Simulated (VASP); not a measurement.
InGaAs2:

```xyz
8
Lattice="5.8449 0.0000 0.0000 0.0000 -5.8449 0.0000 0.0000 0.0000 -5.8449" Properties=species:S:1:pos:R:3 pbc="T T T"
Ga    0.0000   -2.9224   -2.9224
Ga    2.9224    0.0000   -2.9224
In    2.9224   -2.9224    0.0000
In    0.0000    0.0000    0.0000
As    1.4612   -1.4612   -1.4612
As    4.3836   -4.3836   -1.4612
As    4.3836   -1.4612   -4.3836
As    1.4612   -4.3836   -4.3836
```

The cell was built by a generator and needn't be a form met in nature.

* Program: VASP 6.6.1
* Task: relaxation of cell and atoms
* Functional: PBEsol
* Potentials or basis: VASP PAW PBE potentials, release 64 (Ga_d, In_d, As)
* Cutoff: 600 eV
* k mesh: 6 × 6 × 6
* Occupations: gaussian, width 0.03 eV
* Spin: no spin polarisation

At the start: pressure 2.0 GPa; volume 24.96 Å³/atom.

**Question.** Where does the relaxation end?

**Answer.** Over 9 steps the energy falls by 42.1 meV/atom and the volume is 25.41 Å³/atom (+1.8 %); space group P-4m2 (No. 115, to 0.05 Å).

Step by step:
| step | energy change (eV) | largest force (eV/Å) | pressure (GPa) | volume (Å³) |
| --- | --- | --- | --- | --- |
| 1 | 0.0000 | 1.3899 | 1.97 | 199.67 |
| 2 | -0.2624 | 0.4952 | -1.34 | 208.66 |
| 3 | -0.2667 | 0.3823 | -1.74 | 209.96 |
| 4 | -0.3361 | 0.0314 | -0.11 | 203.54 |
| 5 | -0.3365 | 0.0014 | 0.04 | 203.04 |
| 6 | -0.3365 | 0.0095 | 0.00 | 203.17 |
| 7 | -0.3369 | 0.0057 | 0.00 | 203.22 |
| 8 | -0.3372 | 0.0026 | -0.05 | 203.32 |
| 9 | -0.3372 | 0.0009 | -0.05 | 203.30 |

Final structure:
```
CELL_PARAMETERS angstrom
5.86440 0.00000 0.00000
0.00000 -5.86440 0.00000
0.00000 0.00000 -5.91142
ATOMIC_POSITIONS crystal
Ga 0.00000 0.50000 0.50000
Ga 0.50000 0.00000 0.50000
In 0.50000 0.50000 0.00000
In 0.00000 0.00000 0.00000
As 0.25000 0.25000 0.26971
As 0.75000 0.75000 0.26971
As 0.75000 0.25000 0.73029
As 0.25000 0.75000 0.73029
```

Caveat: the PAW data sets were made with another functional, which shifts forces and pressure a little.
